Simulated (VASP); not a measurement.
# SnSe: structure and properties in VASP, part 6 of 7

What structure and properties does r2SCAN give SnSe, and how near are they to the measured ones? Left out of this account: at least 1 further run (core levels: core levels are not valid at this level). The start is a cell from a database of measured crystal structures.

VASP 6.6.1; r2SCAN; plane waves and PAW (Sn_d, Se).

So far, gap on the k-mesh (eV): step 2 (full relaxation (r2SCAN)) 1.23; step 3 (second relaxation) 1.10; step 6 (density of states (r2SCAN)) 1.08; step 8 (volume scan with r2SCAN) 0.964.

The database entry behind the starting cell differs from later determinations by our own check (an axis about 0.9 % long against later determinations), so it need not match the best structure at ambient conditions.

## Step 9: Volume scan with r2SCAN (run 2)

Input file INCAR:

```
SYSTEM = SnSe
PREC = Accurate
ENCUT = 400
EDIFF = 1E-06
NELM = 100
ISMEAR = 0
SIGMA = 0.05
LREAL = .FALSE.
ALGO = Normal
METAGGA = R2SCAN
LASPH = .TRUE.
NBANDS = 49
LORBIT = 11
LWAVE = .FALSE.
LCHARG = .FALSE.
KPAR = 4
ISIF = 2
```

Input file POSCAR:

```
SnSe
1.0
   11.5606978829      0.0000000000      0.0000000000
    0.0000000000      4.0765772696      0.0000000000
    0.0000000000      0.0000000000      4.6079029765
Sn Se
4 4
Direct
    0.1205912525      0.2500000000      0.1176291927
    0.3794087475      0.7500000000      0.6176291927
    0.6205912525      0.2500000000      0.3823708073
    0.8794087475      0.7500000000      0.8823708073
    0.3517336132      0.2500000000      0.0078442043
    0.1482663868      0.7500000000      0.5078442043
    0.8517336132      0.2500000000      0.4921557957
    0.6482663868      0.7500000000      0.9921557957
```

Input file KPOINTS:

```
Automatic mesh
0
Gamma
2 6 5
0 0 0
```

Potentials, in the order of the species: Sn_d and Se (PBE family, release 64).

Launch:

```sh
> mpirun -np 4 vasp_std
```

Log:

```text
[... set-up lines as in an earlier step ...]
 entering main loop
       N       E                     dE             d eps       ncg     rms          rms(c)
DAV:   1     0.677818339209E+03    0.67782E+03   -0.32820E+04  2482   0.183E+03
DAV:   2    -0.327566417716E+02   -0.71057E+03   -0.68994E+03  2360   0.543E+02
DAV:   3    -0.164222136123E+03   -0.13147E+03   -0.12543E+03  2795   0.196E+02
DAV:   4    -0.172814362873E+03   -0.85922E+01   -0.84553E+01  2764   0.522E+01
DAV:   5    -0.173105626757E+03   -0.29126E+00   -0.29073E+00  2843   0.100E+01    0.803E+00
DAV:   6    -0.159681183632E+03    0.13424E+02   -0.42289E+00  3249   0.189E+01    0.543E+00
DAV:   7    -0.159734696055E+03   -0.53512E-01   -0.92172E-01  2931   0.414E+00    0.193E+00
DAV:   8    -0.159749356579E+03   -0.14661E-01   -0.45521E-02  3077   0.151E+00    0.623E-01
DAV:   9    -0.159753167392E+03   -0.38108E-02   -0.11737E-02  2697   0.438E-01    0.240E-01
DAV:  10    -0.159753467764E+03   -0.30037E-03   -0.13089E-03  3209   0.287E-01    0.101E-01
DAV:  11    -0.159753659977E+03   -0.19221E-03   -0.46509E-04  2861   0.113E-01    0.196E-02
DAV:  12    -0.159753664409E+03   -0.44320E-05   -0.47253E-05  3322   0.457E-02    0.137E-02
DAV:  13    -0.159753666082E+03   -0.16727E-05   -0.13654E-05  2655   0.210E-02    0.274E-03
DAV:  14    -0.159753665644E+03    0.43765E-06   -0.97184E-07  1534   0.698E-03
   1 F= -.15975367E+03 E0= -.15975367E+03  d E =-.112922E-10
```

Run time: 2.9 min. Hardware: 4 MPI ranks of Intel Xeon Platinum 8488C (Sapphire Rapids), shared host; peak memory 1.4 GiB; 12 min of CPU time.

OUTCAR, selected parts (step 9):

```text
   ENCUT  =  400.0 eV  29.40 Ry    5.42 a.u.  18.85  6.65  7.51*2*pi/ulx,y,z

   NELECT =      80.0000    total number of electrons

 E-fermi :   5.2653

 k-point     1 :       0.0000    0.0000    0.0000
  band No.  band energies     occupation
    ...
     36       3.0672      2.00000
     37       3.4098      2.00000
     38       4.0779      2.00000
     39       4.2880      2.00000
     40       4.8437      2.00000
     41       6.1905      0.00000
     42       8.0446      0.00000
     43       8.1350      0.00000
     44       8.1737      0.00000
     45       8.4559      0.00000
    ...

  Total        3.0369272      3.1745747      2.9206406      0.0000000      0.0000000      0.0000000
  in kB       22.4058747     23.4214122     21.5479343      0.0000000      0.0000000      0.0000000
  external PRESSURE =      22.4584071 kB  Pullay stress =       0.0000000 kB

 POSITION                                       TOTAL-FORCE (eV/Angst)
 -----------------------------------------------------------------------------------
      1.39412      1.01914      0.54202        -0.236357      0.000000     -0.165772
      4.38623      3.05743      2.84598         0.236357      0.000000     -0.165772
      7.17447      1.01914      1.76193        -0.236357      0.000000      0.165772
     10.16658      3.05743      4.06588         0.236357      0.000000      0.165772
      4.06629      1.01914      0.03615         0.136920     -0.000000      0.155341
      1.71406      3.05743      2.34010        -0.136920      0.000000      0.155341
      9.84663      1.01914      2.26781         0.136920     -0.000000     -0.155341
      7.49441      3.05743      4.57176        -0.136920     -0.000000     -0.155341
 -----------------------------------------------------------------------------------
    total drift:                               -0.000000      0.000000      0.000000

  FREE ENERGIE OF THE ION-ELECTRON SYSTEM (eV)
  ---------------------------------------------------
  free  energy   TOTEN  =      -159.7536656444 eV

  energy  without entropy=     -159.7536656444  energy(sigma->0) =     -159.75366564

[... 5 parts as in an earlier step ...]

[... 11 further parts left out ...]
```

Numbers from this step:

| Item | Value |
| --- | --- |
| free energy (TOTEN) | -159.7537 eV |
| Fermi energy | 5.265 eV |
| pressure | 2.246 GPa |
| gap on the k-mesh | 1.014 eV |
| least direct gap on the k-mesh | 1.305 eV |

Force by atom:

```
atom  x (eV/Å)  y (eV/Å)  z (eV/Å)   size
 Sn1    -0.236     0.000    -0.166  0.289
 Sn2     0.236     0.000    -0.166  0.289
 Sn3    -0.236     0.000     0.166  0.289
 Sn4     0.236     0.000     0.166  0.289
 Se5     0.137     0.000     0.155  0.207
 Se6    -0.137     0.000     0.155  0.207
 Se7     0.137     0.000    -0.155  0.207
 Se8    -0.137     0.000    -0.155  0.207
```

The pressure falls from 3.57 to 2.25 GPa.

The run ends at a pressure of 2.25 GPa, with forces up to 0.29 eV/Å.

## Step 10: Volume scan with r2SCAN (run 3)

INCAR is that of step 9.

POSCAR, as its differences from that of step 9:

```diff
@@ -2,5 +2,5 @@
 1.0
-   11.5606978829      0.0000000000      0.0000000000
-    0.0000000000      4.0765772696      0.0000000000
-    0.0000000000      0.0000000000      4.6079029765
+   11.6404293533      0.0000000000      0.0000000000
+    0.0000000000      4.1046924840      0.0000000000
+    0.0000000000      0.0000000000      4.6396826219
 Sn Se
```

KPOINTS is that of step 9.

Launch:

```sh
> mpirun -np 4 vasp_std
```

Log:

```text
[... set-up lines as in an earlier step ...]
 entering main loop
       N       E                     dE             d eps       ncg     rms          rms(c)
DAV:   1     0.675137479242E+03    0.67514E+03   -0.33002E+04  2464   0.182E+03
DAV:   2    -0.360801605109E+02   -0.71122E+03   -0.69156E+03  2368   0.521E+02
DAV:   3    -0.165054204961E+03   -0.12897E+03   -0.12320E+03  2878   0.193E+02
DAV:   4    -0.172955849191E+03   -0.79016E+01   -0.77985E+01  2735   0.502E+01
[...]
DAV:  12    -0.159802170106E+03   -0.46546E-05   -0.53779E-05  3342   0.483E-02    0.132E-02
DAV:  13    -0.159802171973E+03   -0.18675E-05   -0.16457E-05  2676   0.231E-02    0.298E-03
DAV:  14    -0.159802171563E+03    0.41021E-06   -0.11228E-06  1595   0.730E-03
   1 F= -.15980217E+03 E0= -.15980217E+03  d E =-.577828E-16
```

Wall time 3.1 min (4 MPI ranks); peak memory 1.4 GiB; 12 min of CPU time.

OUTCAR, selected parts (step 10):

```text
  Total        1.4551967      1.5140963      1.4118573      0.0000000      0.0000000      0.0000000
  in kB       10.5170607     10.9427429     10.2038364      0.0000000      0.0000000      0.0000000
  external PRESSURE =      10.5545466 kB  Pullay stress =       0.0000000 kB

 POSITION                                       TOTAL-FORCE (eV/Angst)
 -----------------------------------------------------------------------------------
      1.40373      1.02617      0.54576        -0.112695      0.000000     -0.075898
      4.41648      3.07852      2.86560         0.112695     -0.000000     -0.075898
      7.22395      1.02617      1.77408        -0.112695      0.000000      0.075898
     10.23670      3.07852      4.09392         0.112695     -0.000000      0.075898
      4.09433      1.02617      0.03639         0.064251     -0.000000      0.073671
      1.72588      3.07852      2.35624        -0.064251     -0.000000      0.073671
      9.91454      1.02617      2.28345         0.064251      0.000000     -0.073671
      7.54610      3.07852      4.60329        -0.064251     -0.000000     -0.073671
 -----------------------------------------------------------------------------------
    total drift:                                0.000000      0.000000      0.000000

  FREE ENERGIE OF THE ION-ELECTRON SYSTEM (eV)
  ---------------------------------------------------
  free  energy   TOTEN  =      -159.8021715631 eV

  energy  without entropy=     -159.8021715631  energy(sigma->0) =     -159.80217156

[... 1 part as in an earlier step ...]

[... 2 further parts left out ...]
[key lines of the parts left out:]
E-fermi :   5.0470
```

The pressure falls from 2.25 to 1.06 GPa.

The run ends at a pressure of 1.06 GPa, with forces up to 0.14 eV/Å.

## Step 11: Volume scan with r2SCAN (run 4)

INCAR is that of step 10.

POSCAR, as its differences from that of step 10:

```diff
@@ -2,5 +2,5 @@
 1.0
-   11.6404293533      0.0000000000      0.0000000000
-    0.0000000000      4.1046924840      0.0000000000
-    0.0000000000      0.0000000000      4.6396826219
+   11.7190832889      0.0000000000      0.0000000000
+    0.0000000000      4.1324277340      0.0000000000
+    0.0000000000      0.0000000000      4.6710327798
 Sn Se
```

KPOINTS is that of step 10.

Launch:

```sh
> mpirun -np 4 vasp_std
```

Log:

```text
[... set-up lines as in an earlier step ...]
 entering main loop
       N       E                     dE             d eps       ncg     rms          rms(c)
[... 12 cycles as in an earlier step ...]
DAV:  13    -0.159818894531E+03   -0.20186E-05   -0.19621E-05  2600   0.256E-02    0.325E-03
DAV:  14    -0.159818893964E+03    0.56682E-06   -0.13453E-06  1679   0.825E-03
   1 F= -.15981889E+03 E0= -.15981889E+03  d E =-.413363E-12
```

Run time: 2.8 min. Hardware: 4 MPI ranks; peak memory 1.4 GiB; 11 min of CPU time.

Parts of OUTCAR (step 11):

```text
  Total       -0.0230572     -0.0321184     -0.0047986      0.0000000      0.0000000      0.0000000
  in kB       -0.1633073     -0.2274850     -0.0339868      0.0000000      0.0000000      0.0000000
  external PRESSURE =      -0.1415930 kB  Pullay stress =       0.0000000 kB

 POSITION                                       TOTAL-FORCE (eV/Angst)
 -----------------------------------------------------------------------------------
      1.41322      1.03311      0.54945         0.003339     -0.000000      0.008832
      4.44632      3.09932      2.88497        -0.003339      0.000000      0.008832
      7.27276      1.03311      1.78607         0.003339     -0.000000     -0.008832
     10.30586      3.09932      4.12158        -0.003339      0.000000     -0.008832
      4.12200      1.03311      0.03664        -0.002124     -0.000000     -0.002281
      1.73755      3.09932      2.37216         0.002124      0.000000     -0.002281
      9.98154      1.03311      2.29888        -0.002124      0.000000      0.002281
      7.59709      3.09932      4.63439         0.002124      0.000000      0.002281
 -----------------------------------------------------------------------------------
    total drift:                                0.000000      0.000000      0.000000

  FREE ENERGIE OF THE ION-ELECTRON SYSTEM (eV)
  ---------------------------------------------------
  free  energy   TOTEN  =      -159.8188939642 eV

  energy  without entropy=     -159.8188939642  energy(sigma->0) =     -159.81889396

[... 2 parts as in an earlier step ...]

[... 1 further part left out ...]
[key lines of the parts left out:]
E-fermi :   4.7470
```

The pressure falls from 1.06 to -0.01 GPa.

The run ends at a pressure of -0.01 GPa, with forces up to 0.0094 eV/Å.

## Step 12: Volume scan with r2SCAN (run 5)

INCAR is that of step 11.

POSCAR, as its differences from that of step 11:

```diff
@@ -2,5 +2,5 @@
 1.0
-   11.7190832889      0.0000000000      0.0000000000
-    0.0000000000      4.1324277340      0.0000000000
-    0.0000000000      0.0000000000      4.6710327798
+   11.7966953738      0.0000000000      0.0000000000
+    0.0000000000      4.1597956027      0.0000000000
+    0.0000000000      0.0000000000      4.7019676732
 Sn Se
```

KPOINTS is that of step 11.

Launch:

```sh
> mpirun -np 4 vasp_std
```

Log:

```text
[... set-up lines as in an earlier step ...]
 entering main loop
       N       E                     dE             d eps       ncg     rms          rms(c)
DAV:   1     0.668919050525E+03    0.66892E+03   -0.32884E+04  2480   0.179E+03
DAV:   2    -0.379122726798E+02   -0.70683E+03   -0.68559E+03  2384   0.525E+02
DAV:   3    -0.164857521081E+03   -0.12695E+03   -0.12180E+03  2830   0.192E+02
DAV:   4    -0.173059551471E+03   -0.82020E+01   -0.80761E+01  2758   0.508E+01
[...]
DAV:  12    -0.159806669544E+03   -0.40422E-05   -0.59656E-05  3186   0.534E-02    0.114E-02
DAV:  13    -0.159806671965E+03   -0.24202E-05   -0.18839E-05  2641   0.245E-02    0.340E-03
DAV:  14    -0.159806671387E+03    0.57751E-06   -0.12806E-06  1630   0.822E-03
   1 F= -.15980667E+03 E0= -.15980667E+03  d E =-.147563E-15
```

Wall time 3.4 min (4 MPI ranks); peak memory 1.4 GiB.

OUTCAR, selected parts (step 12):

```text
  Total       -1.4042323     -1.4750254     -1.3256519      0.0000000     -0.0000000      0.0000000
  in kB       -9.7507390    -10.2423138     -9.2050907      0.0000000     -0.0000000      0.0000000
  external PRESSURE =      -9.7327145 kB  Pullay stress =       0.0000000 kB

 POSITION                                       TOTAL-FORCE (eV/Angst)
 -----------------------------------------------------------------------------------
      1.42258      1.03995      0.55309         0.112206     -0.000000      0.089604
      4.47577      3.11985      2.90407        -0.112206     -0.000000      0.089604
      7.32093      1.03995      1.79790         0.112206      0.000000     -0.089604
     10.37412      3.11985      4.14888        -0.112206     -0.000000     -0.089604
      4.14929      1.03995      0.03688        -0.062300     -0.000000     -0.073879
      1.74905      3.11985      2.38787         0.062300      0.000000     -0.073879
     10.04764      1.03995      2.31410        -0.062300     -0.000000      0.073879
      7.64740      3.11985      4.66508         0.062300      0.000000      0.073879
 -----------------------------------------------------------------------------------
    total drift:                                0.000000      0.000000      0.000000

  FREE ENERGIE OF THE ION-ELECTRON SYSTEM (eV)
  ---------------------------------------------------
  free  energy   TOTEN  =      -159.8066713871 eV

  energy  without entropy=     -159.8066713871  energy(sigma->0) =     -159.80667139

[... 1 part as in an earlier step ...]

[... 2 further parts left out ...]
[key lines of the parts left out:]
E-fermi :   4.5470
```

The pressure falls from -0.01 to -0.97 GPa.

The run ends at a pressure of -0.97 GPa, with forces up to 0.14 eV/Å.

## Step 13: Volume scan with r2SCAN (run 6)

INCAR is that of step 12.

POSCAR, as its differences from that of step 12:

```diff
@@ -2,5 +2,5 @@
 1.0
-   11.7966953738      0.0000000000      0.0000000000
-    0.0000000000      4.1597956027      0.0000000000
-    0.0000000000      0.0000000000      4.7019676732
+   11.8732994383      0.0000000000      0.0000000000
+    0.0000000000      4.1868080193      0.0000000000
+    0.0000000000      0.0000000000      4.7325007864
 Sn Se
```

KPOINTS is that of step 12.

Launch:

```sh
> mpirun -np 4 vasp_std
```

Log:

```text
[... set-up lines as in an earlier step ...]
 entering main loop
       N       E                     dE             d eps       ncg     rms          rms(c)
DAV:   1     0.667298063614E+03    0.66730E+03   -0.32608E+04  2456   0.178E+03
DAV:   2    -0.382493099449E+02   -0.70555E+03   -0.68560E+03  2384   0.520E+02
DAV:   3    -0.164867187665E+03   -0.12662E+03   -0.12088E+03  2849   0.191E+02
DAV:   4    -0.173107957382E+03   -0.82408E+01   -0.81365E+01  2741   0.508E+01
[...]
DAV:  12    -0.159769032156E+03   -0.34826E-05   -0.64298E-05  3147   0.573E-02    0.106E-02
DAV:  13    -0.159769034412E+03   -0.22563E-05   -0.17855E-05  2673   0.239E-02    0.358E-03
DAV:  14    -0.159769033813E+03    0.59911E-06   -0.11922E-06  1620   0.816E-03
   1 F= -.15976903E+03 E0= -.15976903E+03  d E =-.670390E-11
```

Wall time 3.4 min (4 MPI ranks); peak memory 1.4 GiB.

OUTCAR, selected parts (step 13):

```text
  Total       -2.6951717     -2.8189517     -2.5657110      0.0000000      0.0000000      0.0000000
  in kB      -18.3548933    -19.1978706    -17.4732282      0.0000000      0.0000000      0.0000000
  external PRESSURE =     -18.3419974 kB  Pullay stress =       0.0000000 kB

 POSITION                                       TOTAL-FORCE (eV/Angst)
 -----------------------------------------------------------------------------------
      1.43182      1.04670      0.55668         0.213307     -0.000000      0.162913
      4.50483      3.14011      2.92293        -0.213307      0.000000      0.162913
      7.36847      1.04670      1.80957         0.213307     -0.000000     -0.162913
     10.44148      3.14011      4.17582        -0.213307      0.000000     -0.162913
      4.17624      1.04670      0.03712        -0.118549      0.000000     -0.140567
      1.76041      3.14011      2.40337         0.118549      0.000000     -0.140567
     10.11289      1.04670      2.32913        -0.118549     -0.000000      0.140567
      7.69706      3.14011      4.69538         0.118549      0.000000      0.140567
 -----------------------------------------------------------------------------------
    total drift:                                0.000000      0.000000      0.000000

  FREE ENERGIE OF THE ION-ELECTRON SYSTEM (eV)
  ---------------------------------------------------
  free  energy   TOTEN  =      -159.7690338131 eV

  energy  without entropy=     -159.7690338131  energy(sigma->0) =     -159.76903381

[... 1 part as in an earlier step ...]

[... 2 further parts left out ...]
[key lines of the parts left out:]
E-fermi :   4.2657
```

The pressure falls from -0.97 to -1.83 GPa.

The run ends at a pressure of -1.83 GPa, with forces up to 0.27 eV/Å.

## Step 14: Volume scan with r2SCAN (run 7)

A prediction first. A least-squares parabola for the 6 pressures of evenly scaled cells so far, P = -0.02 -50.8 t +115 t² GPa with t = ln(V/V₁) and V₁ the volume at scale 1, gives -2.58 GPa at t = +0.0583.

INCAR is that of step 13.

POSCAR, as its differences from that of step 13:

```diff
@@ -2,5 +2,5 @@
 1.0
-   11.8732994383      0.0000000000      0.0000000000
-    0.0000000000      4.1868080193      0.0000000000
-    0.0000000000      0.0000000000      4.7325007864
+   11.9489275884      0.0000000000      0.0000000000
+    0.0000000000      4.2134763053      0.0000000000
+    0.0000000000      0.0000000000      4.7626449162
 Sn Se
```

KPOINTS is that of step 13.

Launch:

```sh
> mpirun -np 4 vasp_std
```

Log:

```text
[... set-up lines as in an earlier step ...]
 entering main loop
       N       E                     dE             d eps       ncg     rms          rms(c)
DAV:   1     0.658139003038E+03    0.65814E+03   -0.32762E+04  2480   0.177E+03
DAV:   2    -0.394607632912E+02   -0.69760E+03   -0.67741E+03  2392   0.517E+02
DAV:   3    -0.164963734810E+03   -0.12550E+03   -0.11981E+03  2863   0.190E+02
DAV:   4    -0.173111864468E+03   -0.81481E+01   -0.80398E+01  2756   0.505E+01
[...]
DAV:  12    -0.159708040437E+03   -0.20435E-05   -0.73383E-05  3027   0.628E-02    0.101E-02
DAV:  13    -0.159708042978E+03   -0.25416E-05   -0.18210E-05  2712   0.240E-02    0.406E-03
DAV:  14    -0.159708042233E+03    0.74533E-06   -0.12631E-06  1543   0.890E-03
   1 F= -.15970804E+03 E0= -.15970804E+03  d E =-.274858E-14
```

Elapsed: 3.3 min, on 4 MPI ranks; peak memory 1.4 GiB; 13 min of CPU time.

Parts of OUTCAR (step 14):

```text
  Total       -3.9025884     -4.0759807     -3.7338214      0.0000000     -0.0000000      0.0000000
  in kB      -26.0762803    -27.2348515    -24.9486148      0.0000000     -0.0000000      0.0000000
  external PRESSURE =     -26.0865822 kB  Pullay stress =       0.0000000 kB

 POSITION                                       TOTAL-FORCE (eV/Angst)
 -----------------------------------------------------------------------------------
      1.44094      1.05337      0.56023         0.306941      0.000000      0.231987
      4.53353      3.16011      2.94155        -0.306941     -0.000000      0.231987
      7.41540      1.05337      1.82110         0.306941      0.000000     -0.231987
     10.50799      3.16011      4.20242        -0.306941      0.000000     -0.231987
      4.20284      1.05337      0.03736        -0.170249      0.000000     -0.203122
      1.77162      3.16011      2.41868         0.170249     -0.000000     -0.203122
     10.17730      1.05337      2.34396        -0.170249     -0.000000      0.203122
      7.74609      3.16011      4.72529         0.170249      0.000000      0.203122
 -----------------------------------------------------------------------------------
    total drift:                                0.000000      0.000000      0.000000

  FREE ENERGIE OF THE ION-ELECTRON SYSTEM (eV)
  ---------------------------------------------------
  free  energy   TOTEN  =      -159.7080422331 eV

  energy  without entropy=     -159.7080422331  energy(sigma->0) =     -159.70804223

[... 1 part as in an earlier step ...]

[... 2 further parts left out ...]
[key lines of the parts left out:]
E-fermi :   4.0896
```

The pressure falls from -1.83 to -2.61 GPa. The parabola predicted -2.58 GPa, +0.02 GPa off.

(Continued in part 7 of 7.)

[Lines on the potential files, build, host, timing and source positions are cut from VASP's logs without a mark.]

[Logs are printed without paths, hosts, clocks, repeated set-up lines and the standing remarks that a program may print on its own settings, such as how far it seeks lower states.]

[Hosts, paths, dates, database ids (printed as entryN), source tags and the programs' standing remarks are cut or masked in the printed files.]

[A measured line is paired with the nearest computed mode of its activity, which favours agreement.]

[In band tables of VASP the shares of atoms and orbitals are scaled to a sum of 1 inside the atoms' spheres.]
